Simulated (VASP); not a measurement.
OSZICAR of a VASP run on Au (fcc):

**OSZICAR**
```
       N       E                     dE             d eps       ncg     rms          rms(c)
DAV:   1    -0.876530380327E+01   -0.87653E+01   -0.57058E+03  2048   0.105E+03
DAV:   2    -0.540748986939E+02   -0.45310E+02   -0.42814E+02  1970   0.201E+02
DAV:   3    -0.544877138194E+02   -0.41282E+00   -0.41247E+00  2212   0.197E+01
DAV:   4    -0.544890969623E+02   -0.13831E-02   -0.13831E-02  2160   0.117E+00
DAV:   5    -0.544891072184E+02   -0.10256E-04   -0.10256E-04  2152   0.925E-02    0.106E+01
DAV:   6    -0.502216058814E+02    0.42675E+01   -0.48770E+00  1900   0.218E+01    0.706E+00
DAV:   7    -0.504988331057E+02   -0.27723E+00   -0.49544E-01  1878   0.513E+00    0.449E+00
DAV:   8    -0.505390525001E+02   -0.40219E-01   -0.13181E-01  1895   0.270E+00    0.743E-01
DAV:   9    -0.505643902691E+02   -0.25338E-01   -0.23624E-02  1915   0.119E+00    0.856E-02
DAV:  10    -0.505649581574E+02   -0.56789E-03   -0.20440E-03  1917   0.407E-01    0.672E-02
DAV:  11    -0.505651499797E+02   -0.19182E-03   -0.39801E-04  2051   0.176E-01    0.232E-02
DAV:  12    -0.505653026614E+02   -0.15268E-03   -0.88320E-05  1925   0.865E-02    0.932E-03
DAV:  13    -0.505653306185E+02   -0.27957E-04   -0.28074E-05  2044   0.544E-02    0.169E-03
DAV:  14    -0.505653303256E+02    0.29294E-06   -0.63927E-06  2075   0.195E-02    0.337E-03
DAV:  15    -0.505653315433E+02   -0.12177E-05   -0.10569E-06  1986   0.954E-03    0.977E-04
DAV:  16    -0.505653319604E+02   -0.41708E-06   -0.39738E-07  1702   0.473E-03    0.203E-04
DAV:  17    -0.505653319543E+02    0.60315E-08   -0.79244E-09   947   0.874E-04
   1 F= -.49527436E+02 E0= -.49527605E+02  d E =-.495274E+02
```

Q: Which electronic solver shows in the log?

A: It is blocked Davidson (ALGO = Normal, or the opening steps of other solvers). The INCAR had ALGO = Normal.

Q: Can the final energy be trusted as converged?

A: The run converged. It stopped with EDIFF = 1E-7, NELM = 100, NSW = 40 and EDIFFG = -0.01 after 1 ionic step (r2SCAN meta-GGA, plane waves, VASP's PBE PAW potentials (set 64)).

The compound is Au in the fcc structure. It was relaxed first under an external pressure of 10 GPa.
